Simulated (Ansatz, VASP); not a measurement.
**ZnSn: VASP beside Ansatz**

```xyz
2
Lattice="3.5126 0.0000 0.0000 0.0000 3.5126 0.0000 0.0000 0.0000 3.5126" Properties=species:S:1:pos:R:3 pbc="T T T"
Zn    0.0000    0.0000    0.0000
Sn    1.7563    1.7563    1.7563
```

Alike in both runs: task single point; functional PBE; k mesh 6 × 6 × 6; occupations gaussian, width 0.1 eV; no spin polarisation.

|  | VASP | Ansatz |
| --- | --- | --- |
| version | VASP 6.6.1 | Ansatz 0.2.0 |
| potentials or method | VASP PAW PBE potentials, release 64 (Zn, Sn_d) | scalar-relativistic, plane waves, PAW |
| plane-wave cutoff (eV) | 520 | 420 |
| valence electrons in the cell | 26 | 26 |

|  | VASP | Ansatz | Ansatz less VASP |
| --- | --- | --- | --- |
| gap on the k mesh at the Fermi level (eV) | none | none | - |
| pressure (GPa) | 1.0 | 1.0 | -0.04 |

A gap of «none» marks a metal or a gap that the smearing closes.
